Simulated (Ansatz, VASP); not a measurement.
## Cross-check of ZnCu2SnS4 between VASP and Ansatz

Wanted: the spread between two codes on one cell, functional and k mesh. The cell is taken from a series of runs on this material, whose earlier steps may have relaxed, scaled, displaced or heated it; both programs get it as it stands.

Program: Ansatz 0.2.0. Level of theory: plane waves, with VASP 6.6.1 beside it; relaxation of cell and atoms at LDA. Results are calculated unless marked as measured.

## (1) Starting point

Symmetry: I-4, No. 82, tetragonal system. Conventional cell: a = 5.320 Å, b = 5.320 Å, c = 10.640 Å, α = 90.00°, β = 90.00°, γ = 90.00°. Zn has 4 S at 2.30 Å nearest. Nearest to Cu lie 4 S at 2.25 Å. Cu has 4 S at 2.24 Å nearest. Nearest to Sn lie 4 S at 2.43 Å. S has 2 Cu at 2.24 to 2.25 Å and 1 Zn at 2.30 Å and 1 Sn at 2.43 Å nearest. Farther neighbours and most contacts between anions are not listed.

## (2) Ansatz: relaxation of cell and atoms, LDA

Ansatz runs on its default PAW (the set named soft_2) files.

The relaxed volume is the usual yardstick between codes: in a stiff, nearly cubic crystal its relative difference is about their pressure difference at one cell divided by the bulk modulus.

File input.yaml:

```yaml
crystal:
  lattice:
    - [-2.6599757897, 2.6599757897, 5.3197935337]
    - [2.6599757897, -2.6599757897, 5.3197935337]
    - [2.6599757897, 2.6599757897, -5.3197935337]
  atoms:
    - { symbol: Zn, position: [0.25, 0.75, 0.5] }
    - { symbol: Cu, position: [0.0, 0.0, 0.0] }
    - { symbol: Cu, position: [0.75, 0.25, 0.5] }
    - { symbol: Sn, position: [0.5, 0.5, 0.0] }
    - { symbol: S, position: [0.3698413032, 0.9002692248, 1.0092767478] }
    - { symbol: S, position: [0.0997307752, 0.1090075229, 0.4695720784] }
    - { symbol: S, position: [0.8909924771, 0.3605645554, -0.0092767478] }
    - { symbol: S, position: [0.6394354446, 0.6301586968, 0.5304279216] }
kpoints:
  mp_grid: { grid: [8, 8, 8] }
hamiltonian:
  xc: lda
scf:
  occupations: { method: gaussian, width: 0.01 }
output:
  forces: true
  stress: true
  eigenvalues: true
relax:
  adjacent_minimum: "off"
  f_tol: 0.005
  max_steps: 80
  cell: { stress_tol: 0.05 }
```

Launch:

```bash
ansatz run input.yaml --threads 16 --pin off --max-ram 61440MiB --backend cuda --events-out ev --progress --plain --runs-dir out --max-vram 78GiB
```

Numbers of over 12 decimals in the logs are rounded to 6 here.

The program printed:

```text
Engine: ansatz 0.2.0, aarch64-unknown-linux-gnu
Pseudopotentials: kind: paw
Pseudopotential: Zn, paw, valence charge 12, recommended cutoff 420 eV (normal), Zn.paw.azcp
Pseudopotential: Cu, paw, valence charge 19, recommended cutoff 420 eV (normal), Cu.paw.azcp
Pseudopotential: Sn, paw, valence charge 14, recommended cutoff 420 eV (normal), Sn.paw.azcp
Pseudopotential: S, paw, valence charge 6, recommended cutoff 420 eV (normal), S.paw.azcp
Functional definition: SPW92
  exchange = slater_x
  correlation = pw_c
device memory: the entry about to start is reckoned to put 9.3 GiB on a device that reports 161.6 GiB free (of which the cap on the GPU budget leaves the run 78.0 GiB)
GPU FFT provider: cuFFT
GPU libraries: cuBLAS 13.8.1, cuFFT 12.4.0, cuSOLVER 12.3.2
[...]
Basis set: ecut = 420 eV, 2913 PW (Γ)
[...]
k-points: 78 of 512 (time reversal used)
[...]
SCF converged after 5 iterations
[...]
- { symbol: Cu, position: [1.4081890410410547e-18, 6.5013917610261035e-18, 0] }
    - { symbol: Cu, position: [0.75, 0.25, 0.5] }
    - { symbol: Sn, position: [0.5, 0.5, 0] }
    - { symbol: S, position: [0.369868, 0.900055, 1.009249] }
    - { symbol: S, position: [0.099945, 0.109194, 0.469813] }
    - { symbol: S, position: [0.890806, 0.360619, -0.00924862] }
    - { symbol: S, position: [0.639381, 0.630132, 0.530187] }
```

## (3) VASP: relaxation of cell and atoms, LDA

The same cell, functional (in two slightly different forms), mesh and smearing now go to VASP, with its own data sets.

Lines of VASP's logs that name or quote its potential files are left out, and so is its time.

File INCAR:

```
SYSTEM = ZnCu2SnS4
PREC = Accurate
ENCUT = 600
EDIFF = 1E-07
NELM = 120
ISMEAR = 0
SIGMA = 0.01
LREAL = .FALSE.
ALGO = Normal
GGA = CA
NBANDS = 44
LASPH = .TRUE.
LORBIT = 11
LWAVE = .FALSE.
LCHARG = .FALSE.
ISIF = 3
IBRION = 2
NSW = 80
EDIFFG = -0.005
GGA_COMPAT = .FALSE.
NELMIN = 4
EFERMI = MIDGAP
KPAR = 2
```

File POSCAR:

```
ZnCu2SnS4
1.0
   -2.6599757897      2.6599757897      5.3197935337
    2.6599757897     -2.6599757897      5.3197935337
    2.6599757897      2.6599757897     -5.3197935337
Zn Cu Sn S
1 2 1 4
Direct
    0.2500000000      0.7500000000      0.5000000000
    0.0000000000      0.0000000000      0.0000000000
    0.7500000000      0.2500000000      0.5000000000
    0.5000000000      0.5000000000      0.0000000000
    0.3698413032      0.9002692248      0.0092767478
    0.0997307752      0.1090075229      0.4695720784
    0.8909924771      0.3605645554      0.9907232522
    0.6394354446      0.6301586968      0.5304279216
```

File KPOINTS:

```
Automatic mesh
0
Gamma
8 8 8
0 0 0
```

PAW data sets: Zn, Cu, Sn_d and S (LDA family, release 64).

Launch:

```bash
mpirun -np 2 vasp_std
```

The program printed:

```text
[banner, memory and clock lines left out]
running    2 mpi-ranks, on    1 nodes
 distrk:  each k-point on    1 cores,    2 groups
 distr:  one band on    1 cores,    1 groups

 POSCAR found type information on POSCAR ZnCuSnS
 POSCAR found :  4 types and       8 ions
 LDA part: xc-table for (Slater(with rela. corr.)+CA(PZ))
 , standard interpolation
 POSCAR, INCAR and KPOINTS ok, starting setup
 FFT: planning ... GRIDC
 FFT: planning ... GRID_SOFT
 FFT: planning ... GRID
 WAVECAR not read
 entering main loop
       N       E                     dE             d eps       ncg     rms          rms(c)
DAV:   1     0.770097825308E+03    0.77010E+03   -0.35121E+04  6896   0.237E+03
DAV:   2     0.103610010170E+03   -0.66649E+03   -0.64757E+03  6864   0.575E+02
DAV:   3    -0.296049733745E+02   -0.13321E+03   -0.12986E+03  8276   0.235E+02
DAV:   4    -0.408454934403E+02   -0.11241E+02   -0.11104E+02  9848   0.672E+01
DAV:   5    -0.412705496241E+02   -0.42506E+00   -0.42412E+00  9992   0.143E+01    0.188E+01
DAV:   6    -0.408338455724E+02    0.43670E+00   -0.44814E+01 10416   0.118E+02    0.135E+01
DAV:   7    -0.383220824620E+02    0.25118E+01   -0.12572E+01  9136   0.968E+01    0.858E+00
DAV:   8    -0.386399862180E+02   -0.31790E+00   -0.51741E+00 10824   0.278E+01    0.431E+00
DAV:   9    -0.384562202689E+02    0.18377E+00   -0.16268E+00  9352   0.249E+01    0.707E-01
DAV:  10    -0.384559070644E+02    0.31320E-03   -0.11187E-01 10588   0.534E+00    0.278E-01
DAV:  11    -0.384564206572E+02   -0.51359E-03   -0.12487E-02 11376   0.145E+00    0.182E-01
DAV:  12    -0.384564507830E+02   -0.30126E-04   -0.23472E-03 10620   0.128E+00    0.102E-01
DAV:  13    -0.384564194238E+02    0.31359E-04   -0.50810E-04 10872   0.514E-01    0.717E-02
DAV:  14    -0.384563365328E+02    0.82891E-04   -0.38042E-04 10808   0.431E-01    0.304E-02
DAV:  15    -0.384563419849E+02   -0.54521E-05   -0.91431E-05  9896   0.687E-02    0.131E-02
DAV:  16    -0.384563424982E+02   -0.51325E-06   -0.29765E-06 10392   0.224E-02    0.105E-02
DAV:  17    -0.384563422108E+02    0.28740E-06   -0.93876E-07  9908   0.110E-02    0.554E-03
DAV:  18    -0.384563421408E+02    0.69919E-07   -0.28817E-07  5060   0.664E-03
   1 F= -.38456342E+02 E0= -.38456342E+02  d E =-.384563E+02
[...]
2 F= -.38456898E+02 E0= -.38456898E+02  d E =-.556058E-03
[...]
3 F= -.38456986E+02 E0= -.38456986E+02  d E =-.643361E-03
[...]
4 F= -.38457033E+02 E0= -.38457033E+02  d E =-.475308E-04
 trial-energy change:   -0.000048  1 .order   -0.000043   -0.000149    0.000062
 step:   0.8175(harm=  0.7916)  dis= 0.00062  next Energy=   -38.457041 (dE=-0.558E-04)
 bond charge predicted
       N       E                     dE             d eps       ncg     rms          rms(c)
DAV:   1    -0.384571386925E+02   -0.10564E-03   -0.21866E-03  8736   0.714E-01    0.795E-02
DAV:   2    -0.384570887225E+02    0.49970E-04   -0.10770E-03  8896   0.684E-01    0.431E-02
DAV:   3    -0.384570467533E+02    0.41969E-04   -0.28494E-04  8932   0.391E-01    0.226E-02
DAV:   4    -0.384570429533E+02    0.37999E-05   -0.29665E-05 10528   0.532E-02    0.900E-03
DAV:   5    -0.384570415263E+02    0.14271E-05   -0.28666E-06 11864   0.331E-02    0.342E-03
DAV:   6    -0.384570413779E+02    0.14839E-06   -0.12931E-06  9424   0.968E-03    0.182E-03
DAV:   7    -0.384570413591E+02    0.18786E-07   -0.94638E-08  4060   0.102E-02
   5 F= -.38457041E+02 E0= -.38457041E+02  d E =-.558570E-04
 curvature:  -0.46 expect dE=-0.638E-06 dE for cont linesearch -0.311E-08
 trial: gam= 0.00206 g(F)=  0.101E-05 g(S)=  0.375E-06 ort = 0.102E-05 (trialstep = 0.106E+01)
 search vector abs. value=  0.139E-05
 reached required accuracy - stopping structural energy minimisation
```

OUTCAR, selected parts (step 3):

```text
ion  position               nearest neighbor table
   1  0.250  0.750  0.500-   6 2.30   7 2.30   8 2.30   5 2.30
   2  0.000  0.000  0.000-   5 2.25   8 2.25   7 2.25   6 2.25
   3  0.750  0.250  0.500-   7 2.24   5 2.24   8 2.24   6 2.24
   4  0.500  0.500  0.000-   5 2.43   8 2.43   6 2.43   7 2.43
   5  0.370  0.900  0.009-   3 2.24   2 2.25   1 2.30   4 2.43
   6  0.100  0.109  0.470-   3 2.24   2 2.25   1 2.30   4 2.43
   7  0.891  0.361  0.991-   3 2.24   2 2.25   1 2.30   4 2.43
   8  0.639  0.630  0.530-   3 2.24   2 2.25   1 2.30   4 2.43

  LATTYP: Found a body centered tetragonal cell.
 ALAT       =     5.3199515794
 C/A-ratio  =     1.9999405838

 Subroutine GETGRP returns: Found  4 space group operations
 (whereof  4 operations were pure point group operations)

The static configuration has the point symmetry S_4 .

 Found     78 irreducible k-points:

   k-points           NKPTS =     78   k-points in BZ     NKDIM =     78   number of bands    NBANDS=     44

   dimension x,y,z NGX =    54 NGY =   54 NGZ =   54
   dimension x,y,z NGXF=   108 NGYF=  108 NGZF=  108

   ENCUT  =  600.0 eV  44.10 Ry    6.64 a.u.  13.01 13.01 13.01*2*pi/ulx,y,z

   NELECT =      72.0000    total number of electrons

 k-points in reciprocal lattice and weights: Automatic mesh
   0.00000000  0.00000000  0.00000000       0.002
   0.12500000  0.00000000  0.00000000       0.016
   0.25000000  0.00000000  0.00000000       0.016
   0.37500000  0.00000000  0.00000000       0.016
   0.50000000  0.00000000  0.00000000       0.008
   0.12500000  0.12500000  0.00000000       0.016
   0.25000000  0.12500000  0.00000000       0.016
  -0.25000000 -0.12500000  0.37500000       0.016
   0.37500000  0.12500000  0.00000000       0.016
[...]
-0.37500000 -0.37500000  0.37500000       0.004
   0.50000000  0.50000000  0.50000000       0.002

 average (electrostatic) potential at core
       1 -35.2090       2 -66.1593       3 -66.1409       4-102.1560       5 -87.1802
       6 -87.1802       7 -87.1802       8 -87.1802

 E-fermi :   5.4385

 k-point     1 :       0.0000    0.0000    0.0000
  band No.  band energies     occupation
    ...
     32       3.3500      2.00000
     33       3.5524      2.00000
     34       5.2974      2.00000
     35       5.2974      2.00000
     36       5.3435      2.00000
     37       5.5335      0.00000
     38       7.0984      0.00000
     39       8.0373      0.00000
     40       8.9609      0.00000
     41       8.9609      0.00000
    ...

 k-point     2 :       0.1250    0.0000    0.0000
  band No.  band energies     occupation
    ...
     32       3.4689      2.00000
     33       3.6203      2.00000
     34       4.7468      2.00000
     35       5.1392      2.00000
     36       5.2638      2.00000
     37       6.0846      0.00000
     38       7.3459      0.00000
     39       8.2223      0.00000
     40       8.8094      0.00000
     41       8.8721      0.00000
    ...

 k-point     3 :       0.2500    0.0000    0.0000
  band No.  band energies     occupation
    ...
     32       3.5647      2.00000
     33       3.7292      2.00000
     34       4.2946      2.00000
     35       4.7431      2.00000
     36       5.0816      2.00000
     37       6.5797      0.00000
     38       8.0042      0.00000
     39       8.2739      0.00000
     40       8.5887      0.00000
     41       8.9439      0.00000
    ...

  Total       -0.0028794     -0.0028794      0.0067522     -0.0000000      0.0000000      0.0000000
  in kB       -0.0305921     -0.0305921      0.0717392     -0.0000002      0.0000000      0.0000000
  external PRESSURE =       0.0035183 kB  Pullay stress =       0.0000000 kB

  energy-cutoff  :      600.00
  volume of cell :      150.80
      direct lattice vectors                 reciprocal lattice vectors
    -2.661010871  2.661010870  5.324120049    -0.000000000  0.187898518  0.093912233
     2.661010871 -2.661010870  5.324120049     0.187898518  0.000000000  0.093912233
     2.661010870  2.661010871 -5.324120049     0.187898518  0.187898518  0.000000000

 POSITION                                       TOTAL-FORCE (eV/Angst)
 -----------------------------------------------------------------------------------
      2.66101      0.00000      2.66206         0.000000     -0.000000      0.000000
      0.00000      0.00000     -0.00000         0.000000     -0.000000      0.000000
     -0.00000      2.66101      2.66206         0.000000     -0.000000      0.000000
      0.00000      0.00000      5.32412         0.000000     -0.000000     -0.000000
      1.43234     -1.38441      6.71001        -0.001051      0.000344      0.002003
      1.27660      1.22867     -1.38589         0.000344      0.001051     -0.002003
      1.22867      4.04542      1.38589         0.001051     -0.000344      0.002003
      1.38441      1.43234      3.93823        -0.000344     -0.001051     -0.002003
 -----------------------------------------------------------------------------------
    total drift:                               -0.000000     -0.000001     -0.000001

  FREE ENERGIE OF THE ION-ELECTRON SYSTEM (eV)
  ---------------------------------------------------
  free  energy   TOTEN  =       -38.4570413591 eV

  energy  without entropy=      -38.4570413591  energy(sigma->0) =      -38.45704136

 reached required accuracy - stopping structural energy minimisation

 total charge
# of ion       s       p       d       tot
------------------------------------------
    1        0.558   0.529   9.802  10.888
    2        0.407   0.438   9.259  10.104
    3        0.407   0.441   9.260  10.108
    4        1.124   1.132  10.105  12.361
    5        1.327   2.385   0.000   3.711
    6        1.327   2.385   0.000   3.711
    7        1.327   2.385   0.000   3.711
    8        1.327   2.385   0.000   3.711
--------------------------------------------------
tot          7.801  12.079  38.427  58.307

[... 3 further parts left out ...]
```

This run has no spin polarisation, so a moment on Cu, if there is one, isn't seen. The run keeps the 4 symmetry operations of its start, so it cannot find a distortion of lower symmetry.

## (4) Side by side

Known differences besides the potentials themselves: the two LDA forms differ slightly; the data sets hold 88 valence electrons in Ansatz (on its default PAW (the set named soft_2) files) and 72 in VASP; the cutoff is 420 eV in Ansatz and 600 eV in VASP; VASP's log shows a relativistic correction to its local exchange, Ansatz's none. Total energies have different zeros and are not compared.

Both answers:

| quantity | Ansatz | VASP | difference |
| --- | --- | --- | --- |
| volume (Å³) | 150.47 | 150.80 | -0.22 % |
| edge a after relaxation, in the typed setting (Å) | 6.515 | 6.520 | -0.08 % |

## (5) Outcome

```json
{
 "difference in volume (relaxation of cell and atoms, LDA)": "-0.22 %"
}
```

What this shows: The difference in volume is -0.22 % (relaxation of cell and atoms, LDA), within the 1.2 % picked in this series as the mark of a large difference, as far as the stopping tolerances let one tell. The data sets hold unlike numbers of valence electrons (88 in Ansatz and 72 in VASP), so part of the differences comes from the potentials. How closely two codes agree says nothing of how well the functional describes the real material.

[Lines on the potential files, build, host, timing and source positions are cut from VASP's logs without a mark.]

[Logs are printed without paths, hosts, clocks, repeated set-up lines and the standing remarks that a program may print on its own settings, such as how far it seeks lower states.]

[Hosts, paths, dates, database ids (printed as entryN), source tags and the programs' standing remarks are cut or masked in the printed files.]
